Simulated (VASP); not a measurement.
Runs of VASP 6.6.1 on KAl. Symmetry: Pm-3m, No. 221, cubic system. The conventional cell has a = 4.127 Å, b = 4.127 Å, c = 4.127 Å, α = 90.00°, β = 90.00°, γ = 90.00°. K (site symmetry m-3m) is surrounded by 8 Al at 3.57 Å. Al (site symmetry m-3m) has 8 K at 3.57 Å as nearest neighbours. The cell was built by a generator and needn't be a form met in nature.

| task | level | pressure (GPa) |
| --- | --- | --- |
| band structure | RPBE | 0.9 |
| band structure | PW91 | 0.0 |
| band structure | BLYP | (a) |
| band structure | PBE | 0.0 |

Alike in all rows: potentials or basis VASP PAW PBE potentials, release 64 (K_sv, Al); no spin polarisation; cell as given; k mesh 7 × 7 × 7; cutoff (eV) 520; smearing fermi-dirac 0.05 eV.

Question: Estimate the missing entries.

Answer: (a) 1.3.

Caveats: the PAW data sets were made with another functional, which shifts forces and pressure a little (some runs).

Not every run made on this cell is shown here.
